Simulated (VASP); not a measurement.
Consider the following.

```yaml
crystal:
  lattice:
    - [4.37566, 0.00000, 0.00000]
    - [0.00000, 4.37566, 0.00000]
    - [0.00000, 0.00000, 4.36591]
  atoms:
    - { symbol: Ti, position: [0.00000, 0.00000, 0.00000] }
    - { symbol: Ti, position: [0.50000, 0.50000, 0.00000] }
    - { symbol: N, position: [0.50000, 0.50000, 0.50000] }
    - { symbol: N, position: [0.00000, 0.00000, 0.50000] }
    - { symbol: N, position: [0.00000, 0.50000, 0.00000] }
    - { symbol: N, position: [0.50000, 0.00000, 0.00000] }
    - { symbol: Hf, position: [0.50000, 0.00000, 0.50000] }
    - { symbol: Hf, position: [0.00000, 0.50000, 0.50000] }
```

Computed with PBEsol GGA, VASP's PBE PAW potentials (set 64) (plane waves; VASP). Run with 520 eV cut-off, 8×8×8 Γ-centred mesh, tetrahedra with Blöchl corrections, potentials Ti_sv N Hf_pv.

The cores are frozen, which limits the accuracy of field gradients.

Give the principal components of the electric field gradient (V/Å²) and the asymmetry η at each nucleus.

```csv
atom,Vxx,Vyy,Vzz,η
Ti1,1.6,1.6,-3.1,0.00
Ti2,1.6,1.6,-3.1,0.00
N3,-7.6,-7.6,15.1,0.00
N4,-7.6,-7.6,15.1,0.00
N5,8.0,8.0,-15.9,0.00
N6,8.0,8.0,-15.9,0.00
Hf7,4.1,4.1,-8.3,0.00
Hf8,4.1,4.1,-8.3,0.00
```

The structure was generated: Hf2Ti2N4 was put into an ordered model structure (P4/mmm), which need not be its known phase. It was relaxed first.
